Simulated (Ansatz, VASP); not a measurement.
**TePbS (1T-PbSTe, 1 layer) in two plane-wave programs**

One calculation is typed for both programs; each brings its own data sets. How far apart do they land? The structure shown is the end of the Ansatz relaxation below.

Program: Ansatz 0.2.0. Level of theory: plane waves, with VASP 6.6.1 beside it; single point at PBE. Results are calculated unless marked as measured.

## (1) Starting point

The cell holds 3 atoms: 1 Te, 1 Pb and 1 S. Cell: a = 3.829 Å, b = 3.829 Å, c = 17.833 Å, α = 90.0°, β = 90.0°, γ = 120.0°. Vacuum lies along c.

## (2) Ansatz: relaxation, PBE

Ansatz runs on its default PAW (the set named soft_2) files.

This run makes the geometry at which the two programs are then compared.

input.yaml

```yaml
crystal:
  lattice:
    - [3.645692, 0.0, 0.0]
    - [-1.822846, 3.1572618864, 0.0]
    - [0.0, 0.0, 17.8327315419]
  atoms:
    - { symbol: Te, position: [0.6666666667, 0.3333333333, 0.4205749401] }
    - { symbol: Pb, position: [0.0, 0.0, 0.5166517731] }
    - { symbol: S, position: [0.3333333333, 0.6666666667, 0.5794250599] }
kpoints:
  mp_grid: { grid: [12, 12, 1] }
hamiltonian:
  xc: pbe
scf:
  occupations: { method: fermi_dirac, width: 0.05 }
  convergence: { dr2_threshold: 1.0e-08 }
efield:
  axis: 3
  dipole_correction: true
  ramp_position: 0.97
  ramp_width: 0.04
relax:
  f_tol: 0.01
  cell: { fix: [c, alpha, beta] }
output:
  write_potential: true
  write_density: true
  volumetric_format: npy
```

Started as:

```console
> ansatz run input.yaml --threads 2 --pin off --max-ram 4096MiB --backend cpu --events-out ev --progress --plain --runs-dir out
```

Numbers of over 12 decimals in the logs are rounded to 6 here.

What it wrote:

```text
Warning: relax.cell: scf.convergence.dr2_threshold = 1e-8 eV is looser than the 3e-10 eV advised for a relaxation that steers and ends on the stress (1e-10 eV for each atom of the cell: 3). What an SCF threshold leaves in a stress goes as its square root, and in the free energy as the threshold itself, and one threshold admits the most on a small cell: [figures from the program's tests cut] Set scf.convergence.dr2_threshold to 3e-10 eV or tighter. The threshold is an SCF's pass mark: one that does not reach it within its budget of iterations ends unconverged, or closes short of it on a stop that the run arms, and scf.convergence.dr2_threshold's page says what that costs each kind of run
Engine: ansatz 0.2.0, aarch64-unknown-linux-gnu
Pseudopotentials: kind: paw
Pseudopotential: Te, paw, valence charge 16, recommended cutoff 420 eV (normal), Te.paw.azcp
Pseudopotential: Pb, paw, valence charge 14, recommended cutoff 420 eV (normal), Pb.paw.azcp
Pseudopotential: S, paw, valence charge 6, recommended cutoff 420 eV (normal), S.paw.azcp
Functional definition: PBE
  parameter kappa = 0.804
  parameter beta = 0.066725
  exchange = pbe_x(kappa = kappa, mu = beta*pi^2/3)
  correlation = pbe_c(beta = beta)
Crystal: 3 atoms, lattice volume = 205.262 Å³
Basis set: ecut = 420 eV, 3935 PW (Γ), exchange–correlation on 50×50×240 points (8 copies of the dense FFT grid, shifted against one another)
Bands: 22, of which v1, the nominal top of the filled ones, is band 18 counted from 1 (17 counted from 0)
Symmetry: 6 space group operations
Space group: P3m1 (ITA 156), of the structure as read, at distance tolerance 5.9e-5 Å
k-points: 19 of 144 (time reversal used)
Non-local potential: Te, projectors of the file, l = 0: 2, l = 1: 2, l = 2: 2, l = 3: 2
Non-local potential: Pb, projectors of the file, l = 0: 2, l = 1: 2, l = 2: 2, l = 3: 2
Non-local potential: S, projectors of the file, l = 0: 2, l = 1: 2, l = 2: 2
PAW form: soft (Blöchl's): semilocal exchange-correlation on the pseudo side does not see the compensation charge
PAW one-centre angular grid: Te, 590 points (default); XC on 64 Gauss nodes
PAW one-centre angular grid: Pb, 590 points (default); XC on 64 Gauss nodes
PAW one-centre angular grid: S, 110 points (default); XC on 64 Gauss nodes
Initial density: superposition of atomic densities (neutral atoms: chi_scale 0, normalization atom), corrected by the library's trained network
Initial wavefunctions: pseudopotential atomic-orbital guess
Functional: x = pbe(κ = 0.804, μ = 0.219515), c = pbe(β = 0.066725)
SCF iter   1: F=—  HF=-19785.176793 eV  |F-HF|=—  |Δ(HF+E_count)|=         —  Δρ=1.59e-3  dr2=7.10e-3  ethr=1.77e-3  p=-0.002 e·Å  D=-1.69e-3 V/Å  ΔV_dip=0.03 eV  dr2_dipole=4.37e-4  V_vac-E_F(+/−)=4.90/4.87 eV  ⟨swp⟩=11.0  Hψ=3052  notcnv=0
efield: sawtooth ramp at fractional position 0.9700 (set: `efield.ramp_position`, or a place that a band, a saddle search or an elastic batch's reference lends), width 0.0400; the density the first Hamiltonian is built on has a dipole p = -0.002 e·Å; the dipole correction subtracts the counter field D = -1.69e-3 V/Å, which shifts the + side's vacuum level by +0.03 eV against the − side's; the planar-averaged density in the ramp window peaks in size at 3.5e-5 e/Å³
preconditioner: auto → LDOS  [metal: Δε(μ)=0.062 eV  Ē_g=14.478 eV  σ=0.050 eV  W_gap=0.28  n_scr=28 (ndim 8)  ℏωp=13.2 eV  f_vac=0.636  D(μ)=1.50/eV (n_scr^D=6)  β→1.0]
SCF iter   2: F=—  HF=-19785.177903 eV  |F-HF|=—  |Δ(HF+E_count)|=   1.11e-3  Δρ=8.50e-4  dr2=4.27e-3  ethr=1.97e-5  p=-0.005 e·Å  D=-4.83e-3 V/Å  ΔV_dip=0.09 eV  dr2_dipole=1.09e-3  V_vac-E_F(+/−)=4.95/4.86 eV  ⟨swp⟩=3.2  Hψ=1042  notcnv=0
SCF iter   3: F=—  HF=-19785.177149 eV  |F-HF|=—  |Δ(HF+E_count)|=   7.54e-4  Δρ=3.09e-4  dr2=2.11e-4  ethr=1.19e-5  p=-0.011 e·Å  D=-9.35e-3 V/Å  ΔV_dip=0.17 eV  dr2_dipole=8.57e-8  V_vac-E_F(+/−)=4.97/4.80 eV  ⟨swp⟩=2.1  Hψ=792  notcnv=0
SCF iter   4: F=—  HF=-19785.177139 eV  |F-HF|=—  |Δ(HF+E_count)|=   1.02e-5  Δρ=9.77e-5  dr2=3.69e-5  ethr=5.87e-7  p=-0.011 e·Å  D=-9.43e-3 V/Å  ΔV_dip=0.17 eV  dr2_dipole=7.39e-6  V_vac-E_F(+/−)=4.97/4.81 eV  ⟨swp⟩=2.1  Hψ=789  notcnv=0
SCF iter   5: F=—  HF=-19785.177125 eV  |F-HF|=—  |Δ(HF+E_count)|=   1.37e-5  Δρ=3.57e-5  dr2=7.03e-6  ethr=1.02e-7  p=-0.011 e·Å  D=-9.65e-3 V/Å  ΔV_dip=0.17 eV  dr2_dipole=1.68e-6  V_vac-E_F(+/−)=4.98/4.81 eV  ⟨swp⟩=2.0  Hψ=721  notcnv=0
SCF iter   6: F=—  HF=-19785.177141 eV  |F-HF|=—  |Δ(HF+E_count)|=   1.62e-5  Δρ=8.66e-6  dr2=4.23e-7  ethr=1.95e-8  p=-0.011 e·Å  D=-9.79e-3 V/Å  ΔV_dip=0.17 eV  dr2_dipole=7.13e-8  V_vac-E_F(+/−)=4.98/4.80 eV  ⟨swp⟩=2.7  Hψ=749  notcnv=0
[...]
SCF 10 converged in 5 iterations: F = -19788.203156 eV  dr2 = 7.55e-10
relax step  10: F+E_penalty+E_count = -19788.20315616 eV  Δ(F+E_penalty+E_count) = -8.336e-6 eV  max|allowed force component| = 1.862e-4 eV/Å  Δτ_max = 0.0015 Å  P = +0.002 GPa  Ω = 226.401 Å³  energy of the carried Pulay correction = -1.138e-3 eV  fix = [c, alpha, beta]  reactions: c +0.002 GPa  (5 SCF iters, accepted)
Basis set: ecut = 420 eV, 4415 PW (Γ), exchange–correlation on 54×54×240 points (8 copies of the dense FFT grid, shifted against one another)
Initial wavefunctions: pseudopotential atomic-orbital guess (no wavefunctions were taken with the density)
iter 1 solved again at ethr=4.70e-7 eV; its pass at ethr=3.10e-3 eV (dr2=1.69e-4 eV) is discarded
SCF iter   1: F=—  HF=-19788.201942 eV  |F-HF|=—  |Δ(HF+E_count)|=         —  Δρ=1.65e-4  dr2=2.89e-6  ethr=4.70e-7  p=-0.050 e·Å  D=-3.97e-2 V/Å  ΔV_dip=0.71 eV  dr2_dipole=9.34e-10  V_vac-E_F(+/−)=6.01/5.30 eV  ⟨swp⟩=3.9  Hψ=3619  notcnv=0
efield: sawtooth ramp at fractional position 0.9700 (set: `efield.ramp_position`, or a place that a band, a saddle search or an elastic batch's reference lends), width 0.0400; the density the first Hamiltonian is built on has a dipole p = -0.050 e·Å; the dipole correction subtracts the counter field D = -3.97e-2 V/Å, which shifts the + side's vacuum level by +0.71 eV against the − side's; the planar-averaged density in the ramp window peaks in size at 4.0e-6 e/Å³
preconditioner: auto → LDOS  [metal: Δε(μ)=0.090 eV  Ē_g=12.478 eV  σ=0.050 eV  W_gap=0.39  n_scr=28 (ndim 8)  ℏωp=12.6 eV  f_vac=0.573  D(μ)=2.88/eV (n_scr^D=8)  β→1.0]
SCF iter   2: F=—  HF=-19788.204061 eV  |F-HF|=—  |Δ(HF+E_count)|=   2.12e-3  Δρ=1.93e-5  dr2=8.40e-7  ethr=8.03e-9  p=-0.050 e·Å  D=-3.96e-2 V/Å  ΔV_dip=0.71 eV  dr2_dipole=2.79e-11  V_vac-E_F(+/−)=6.01/5.30 eV  ⟨swp⟩=2.9  Hψ=819  notcnv=0
SCF iter   3: F=—  HF=-19788.204056 eV  |F-HF|=—  |Δ(HF+E_count)|=   4.80e-6  Δρ=6.75e-6  dr2=4.47e-8  ethr=2.33e-9  p=-0.050 e·Å  D=-3.97e-2 V/Å  ΔV_dip=0.71 eV  dr2_dipole=8.26e-10  V_vac-E_F(+/−)=6.01/5.30 eV  ⟨swp⟩=2.0  Hψ=760  notcnv=0
SCF iter   4: F=-19788.204061 eV  HF=-19788.204061 eV  |F-HF|=1.79e-7  |Δ(HF+E_count)|=   4.21e-6  Δρ=1.31e-6  dr2=3.96e-9  ethr=2.78e-11  p=-0.050 e·Å  D=-3.97e-2 V/Å  ΔV_dip=0.71 eV  dr2_dipole=1.28e-10  V_vac-E_F(+/−)=6.01/5.30 eV  ⟨swp⟩=12.2  Hψ=3375  notcnv=0
SCF 11 converged in 4 iterations: F = -19788.204061 eV  dr2 = 3.96e-9
relax step  11: F+E_penalty+E_count = -19788.20406086 eV  Δ(F+E_penalty+E_count) = -9.047e-4 eV  max|allowed force component| = 1.101e-4 eV/Å  Δτ_max = 0.0000 Å  P = -0.001 GPa  Ω = 226.401 Å³  fix = [c, alpha, beta]  reactions: c -0.000 GPa  stress off target by 8.24e-4 GPa on what of the cell is left free  SCF on the basis re-selected at this cell (its energy is not comparable with the rows above)  (4 SCF iters)
basis re-selected at this cell: Δ(F+E_penalty+E_count) = -9.047e-4 eV, ΔP = -0.002 GPa vs the last step (what re-selecting the basis moved, of the pressure what is left beyond the Pulay correction that the steps carried, after the strain that the cell walked since its last selection, with what the two solves' SCF thresholds leave and, on support functions, any second-order correction that the steps lacked; it is no measure of the basis error at this ecutwfc). The dense FFT grid was sized anew with the basis: this SCF ran on 27×27×120 points, the steps before it on 25×25×120, so part of this shift can come from that change (see relax.cell in the input reference). [rest of the remark cut]
WARN: The input density's exchange-correlation potential varies sharply where the density is thin. Do not read a vacuum level from v_tot or v_xc, or from such a field of the output density. On a cell that repeats whose density bears no net charge and no dipole along the vacuum's axis use v_es (v_loc + v_h of the components); under efield.dipole_correction with no amplitude use v_es + v_field, which holds any external [...]
SCF converged after 4 iterations
Free energy (F): -19788.204061 eV
Harris-Foulkes:  -19788.204061 eV  (|F-HF|=1.79e-7)
Internal energy: -19788.180107 eV  (E = F + TS)
E sigma→0 (E₀):  -19788.192084 eV
Entropy (-TS):   -0.023954 eV (-7.985 meV/atom)
Fermi energy:    -0.505435 eV
Dipole field:    D = -0.039735 V/Å  (p = -0.049715 e·Å, saw-weighted, corrected)
Work function:   Φ+ = 6.0085 eV   Φ− = 5.2999 eV
Levels:          The Fermi level and band energies are counted from a zero that moves with the ramp; work functions are not
--- Per-component energies (eV) ---
  E_band       = -625.973328
  E_kinetic    = 573.046042
  E_local      = -15138.587715  (includes V_loc(G=0)·N_el)
  E_nonlocal   = 69.023198
  E_hartree    = 7456.406006
  E_xc         = -439.556985
  E_vxc        = -320.506187  (∫ρ·V_xc dr)
  E_paw        = -15669.329535  (= ΣΔE_a)
  E_vpaw       = -721.393436  (= ΣTr[D̂ρ^β])
  E_aug_tail   = -0.000144  (compensation charges beyond the density's cutoff)
  E_efield     = 0.000988  (sawtooth field / dipole correction)
  E_vefield    = -0.366418  (∫n·V_field dr)
  E_ewald      = 3360.818038
  E_smearing   = -0.023954  (= −TS)
  E_closure    = -0.000000  (closes the sum)
  Σ components = -19788.204061   (vs F -19788.204061, Δ=0.00e0)
--- Forces (eV/Å), atoms counted from 1 ---
  atom   1  Te     0.00000000    -0.00000000     0.00010785
  atom   2  Pb    -0.00000000     0.00000000    -0.00011123
  atom   3  S      0.00000000    -0.00000000     0.00000010
  max |Σ_I F_I| component: 3.28e-6 eV/Å
--- Stress (GPa, compression-positive) ---
       -0.000824      -0.000000       0.000000
       -0.000000      -0.000824       0.000000
        0.000000       0.000000      -0.000225
  P = ⅓ Tr σ = -0.0006 GPa (-0.006 kbar)
--- Band table (eV; the first three rows and the last of 19) ---
  k-point 0: bands = [... 14 lower, -1.4185, -1.4185, -0.4289, 0.7221, 0.7221, 2.8381, 4.3813, 4.3813]
  k-point 1: bands = [... 14 lower, -1.8405, -1.4967, -0.3066, 0.2984, 0.6166, 3.1143, 3.9075, 4.4412]
  k-point 2: bands = [... 14 lower, -2.3153, -1.7007, -0.9928, 0.0802, 0.3588, 3.0268, 3.8181, 4.5350]
  k-point 18: bands = [... 14 lower, -3.5074, -3.4461, -2.3134, -1.4341, -1.0173, 2.7446, 2.9872, 4.4498]
--- Relaxed structure (10 steps of the walk, 10 accepted, 1 SCFs on fresh bases) ---
  F+E_penalty+E_count = -19788.20406086 eV   max|allowed force component| = 1.101e-4 eV/Å   (the final SCF, on the basis selected at the relaxed cell)
  cell:  # Å, volume = 226.4010 Å³
    - [3.828819, -1.355414728072956e-17, 0]
    - [-1.914410, 3.315855, 0]
    - [0, 0, 17.8327315419]
  atoms:
    - { symbol: Te, position: [0.666667, 0.333333, 0.382822] }
    - { symbol: Pb, position: [1.3293766805409317e-18, 0, 0.523996] }
    - { symbol: S, position: [0.333333, 0.666667, 0.609834] }
```

The column dr2 measures how far the density is from self-consistency, as an energy; F and HF (Harris–Foulkes) agree once it is small.

(Continued in part 2 of 2.)

[Lines on the potential files, build, host, timing and source positions are cut from VASP's logs without a mark.]

[Logs are printed without paths, hosts, clocks, repeated set-up lines and the standing remarks that a program may print on its own settings, such as how far it seeks lower states.]

[Hosts, paths, dates, database ids (printed as entryN), source tags and the programs' standing remarks are cut or masked in the printed files.]
